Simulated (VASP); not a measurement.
Crystal: Si.

```xyz
2
Lattice="0.0000 2.7136 2.7136 2.7136 0.0000 2.7136 2.7136 2.7136 0.0000" Properties=species:S:1:pos:R:3 pbc="T T T"
Si    4.0703    4.0703    4.0703
Si    2.7136    2.7136    2.7136
```

| Quantity | Value |
| --- | --- |
| Program | VASP 6.6.1 |
| Task | relaxation of cell and atoms |
| Functional | PBE |
| Potentials or basis | VASP PAW PBE potentials, release 64 (Si) |
| Cutoff | 600 eV |
| k mesh | 10 × 10 × 10 |
| Occupations | gaussian, width 0.03 eV |
| Spin | no spin polarisation |

At the start: pressure 2.1 GPa; volume 19.98 Å³/atom.

**Question.** How do energy, volume and symmetry change on relaxing?

**Answer.** Over 3 steps the energy falls by 3.0 meV/atom and the volume is 20.44 Å³/atom (+2.3 %); space group Fd-3m (No. 227, to 0.05 Å).

The path:
| step | energy change (eV) | largest force (eV/Å) | pressure (GPa) | volume (Å³) |
| --- | --- | --- | --- | --- |
| 1 | 0.0000 | 0.0000 | 2.15 | 39.96 |
| 2 | -0.0033 | 0.0000 | -1.34 | 41.53 |
| 3 | -0.0060 | 0.0000 | 0.01 | 40.89 |

Final structure:
```yaml
crystal:
  lattice:
    - [0.00000, 2.73430, 2.73430]
    - [2.73430, 0.00000, 2.73430]
    - [2.73430, 2.73430, 0.00000]
  atoms:
    - { symbol: Si, position: [0.75000, 0.75000, 0.75000] }
    - { symbol: Si, position: [0.50000, 0.50000, 0.50000] }
```
